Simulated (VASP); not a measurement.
Here is the system:

```
K2S
1.0
    0.00000     3.77910     3.77910
    3.77910     0.00000     3.77910
    3.77910     3.77910     0.00000
K S
2 1
Direct
  0.25000   0.25000   0.25000
  0.75000   0.75000   0.75000
  0.00000   0.00000   0.00000
```

All values below come from PBE GGA, VASP's PBE PAW potentials (set 64) (plane waves; VASP). Settings: 400 eV cut-off, KSPACING 0.6 per Å, Gaussian smearing of 0.050 eV, potentials K_sv S.

Q: Predict the energy per atom (σ→0).

A: 
| Property | Result |
|---|---|
| energy per atom (σ→0) | -3.137 eV/atom |

The compound is K2S in the antifluorite structure. The cell was not relaxed at this level. The run is one of a series of settings (KGAMMA = .FALSE., KSPACING = 0.6, KPOINTS file removed against the base run), some of them coarse on purpose.
